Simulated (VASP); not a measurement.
## Lattice constant a of diamond and zinc-blende semiconductors: measurement against PBEsol

Computed values from VASP (plane waves, PAW); cells keep the symmetry of their structure type. Static lattice, each level at its own minimum.

Here x stands for PBEsol a and y for measured a.

```csv
solid,PBEsol a (Å),measured a (Å),cut-off (eV),basis of the measured value
C,3.557,?,520,"0 K, zero-point corrected"
SiC,4.359,4.346,520,"0 K, zero-point corrected"
GaAs,5.663,5.640,520,"0 K, zero-point corrected"
InP,5.879,5.858,520,"0 K, zero-point corrected"
InAs,6.092,6.047,520,"0 K, zero-point corrected"
InSb,6.521,6.468,520,"0 K, zero-point corrected"
Sn,6.539,6.477,520,"0 K, zero-point corrected"
```

Fit y of the 6 rows that show it with a straight line. With u = x - 5.8, the rows have u = -1.4410, -0.1370, 0.0790, 0.2920, 0.7210, 0.7390. Means: u 0.042167, y 5.8060. About the means, the sum of products is 3.1743 and the sum of squares of u is 3.2420; the slope is their ratio. Least squares gives y = 5.7647 + 0.97909·u. Residuals (row less fit): -0.0078, 0.0094, 0.0160, -0.0036, -0.0026, -0.0112; standard error 0.0117 (degrees of freedom: 4). The slope is 0.979 with a standard error of 0.0065. Before the fit, PBEsol less measured has mean 0.0362, mean absolute 0.0362 and median absolute 0.0340 Å over these 6 rows.

**Question.** Estimate the missing y (x = 3.557); what was measured?

**Answer.** u = -2.2430, so y = 5.7647 + 0.97909 × (-2.2430) = 3.5686 Å. The measured value is 3.553 Å, 0.0156 Å below the prediction (0.5 % of the range of y in the table). The row lies outside the fitted rows, so this is an extrapolation. From the scatter of the fitted rows alone, a prediction at this place has a standard error of 0.0196 Å, so the miss is 0.8 times that.

Plain PBEsol misses this row by 0.004 Å. Sn is here grey tin, stable below 13 °C. The rows are a random draw of 7 from the 13 solids that have both values on this basis (zero-point corrected by the source), of 27 computed in this series. Not drawn: V to Ni and open 4f shells, rows kept for tests, unfit runs, cells that left their space group, values derived or compiled from fits, values whose temperature is given only as extrapolated, encyclopaedia, home-page and unnamed sources, sources from 2025 on. Measured values as quoted by these papers, many of them computational: C Daniel Mejia-Rodriguez et al., Physical Review B (2018), arXiv:1807.09216; SiC Daniel Mejia-Rodriguez et al., Physical Review B (2018), arXiv:1807.09216; GaAs Daniel Mejia-Rodriguez et al., Physical Review B (2018), arXiv:1807.09216; InP Daniel Mejia-Rodriguez et al., Physical Review B (2018), arXiv:1807.09216; InAs Daniel Mejia-Rodriguez et al., Physical Review B (2018), arXiv:1807.09216; InSb Daniel Mejia-Rodriguez et al., Physical Review B (2018), arXiv:1807.09216; Sn Daniel Mejia-Rodriguez et al., Physical Review B (2018), arXiv:1807.09216.
